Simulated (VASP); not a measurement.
Shape and ions are relaxed at each volume.

Data:

```
CELL_PARAMETERS angstrom
      1.77760    -3.07890     0.00000
      1.77760     3.07890     0.00000
      0.00000     0.00000     5.54672
ATOMIC_POSITIONS crystal
  Lu 0.33333 0.66667 0.25000
  Lu 0.66667 0.33333 0.75000
```

Level of theory: revPBE GGA, VASP's PBE PAW potentials (set 64) (plane waves; VASP). Numerical set-up: 520 eV cut-off, 12×12×7 Γ-centred mesh, first-order Methfessel-Paxton smearing of 0.10 eV, potentials Lu_3.

### Question
Give the energy at these volumes per atom, relative to the lowest: 28.45, 29.35, 30.26, 31.17, 32.08 Å³.

### Answer
18.7, 4.9, 0.0, 2.9, 12.7 meV/atom. A third-order Birch-Murnaghan fit gives B0 = 45.4 GPa and B0′ = 3.4.

Measured: bulk modulus 47.6 GPa (computed value off by -4.5 %), as given by Wikipedia, Lutetium (infobox). The calculation is for a static lattice, while the measured bulk modulus holds thermal and zero-point effects, which are part of the difference.

The compound is Lu in the hcp structure. It was relaxed first.
